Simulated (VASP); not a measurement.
Consider the following.

```yaml
crystal:
  lattice:
    - [1.76883, -3.06371, 0.00000]
    - [1.76883, 3.06371, 0.00000]
    - [0.00000, 0.00000, 5.87352]
  atoms:
    - { symbol: Pt, position: [0.00000, 0.00000, 0.00000] }
    - { symbol: S, position: [0.33333, 0.66667, 0.21042] }
    - { symbol: S, position: [0.66667, 0.33333, 0.78958] }
```

All values below come from revTPSS meta-GGA, VASP's PBE PAW potentials (set 64) (plane waves; VASP). Run with 520 eV cut-off, 8×8×4 Γ-centred mesh, tetrahedra with Blöchl corrections, potentials Pt S.

Without a dispersion term in the relaxation, distances and binding between the weakly bound layers, chains or molecules are unreliable, and so is what depends on them. Unless said otherwise, spin-orbit coupling is left out, though it shifts the bands of the heavy elements here.

Problem. Estimate the energy per atom (σ→0), band gap (over mesh and band path) with the smallest direct gap where there is one.

Solution. 
```yaml
band gap (over mesh and band path): 1.39 eV
smallest direct gap (over mesh and band path): 1.44 eV
energy per atom (σ→0): 7.779 eV/atom
```

The absolute energy has meaning only against runs of the same code, potentials and settings.

The compound is PtS2 in the 1T layered structure. It was relaxed first, which changed the volume by +16 %.
